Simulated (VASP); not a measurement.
HfGe, 4 atoms in the cell. It takes space group P4/mmm (No. 123, tetragonal). Conventional cell: a = 3.444 Å, b = 3.444 Å, c = 6.823 Å, α = 90.00°, β = 90.00°, γ = 90.00°. Hf (site symmetry 4mm) has 1 Ge at 2.18 Å and 1 Hf at 2.45 Å as nearest neighbours. Ge (site symmetry 4/mmm) is surrounded by 2 Hf at 2.18 Å and 4 Ge at 2.44 Å. Ge (site symmetry 4/mmm) has 4 Ge at 2.44 Å as nearest neighbours. The cell was built by a generator and needn't be a form met in nature.

```yaml
Program: VASP 6.6.1
Task: single point
Functional: PBE
Potentials_or_basis: VASP PAW PBE potentials, release 64 (Hf_pv, Ge_d)
Cutoff: 520 eV
k_mesh: 8 × 8 × 4
Occupations: fermi-dirac, width 0.05 eV
Spin: no spin polarisation
Further_INCAR_settings: ALGO = Normal; EDIFF = 1e-07; NBANDS = 32
```

Potentials or basis: VASP PAW PBE potentials, release 64 (Hf_pv, Ge_d).

The run is started by

```console
$ cat potpaw_PBE.64/Hf_pv/POTCAR potpaw_PBE.64/Ge_d/POTCAR > POTCAR
$ mpirun -np 1 vasp_std > vasp.out
```

Hardware: 1 thread of Intel(R) Xeon(R) Platinum 8375C CPU @ 2.90GHz (Ice Lake), with other jobs on the host.

Problem. Estimate the wall time of this run.

Solution. It took 2.9 min on 1 thread of Intel(R) Xeon(R) Platinum 8375C CPU @ 2.90GHz (Ice Lake), with other jobs on the host, peak memory 0.25 GiB. Counts: scf iterations 15, k points 45.
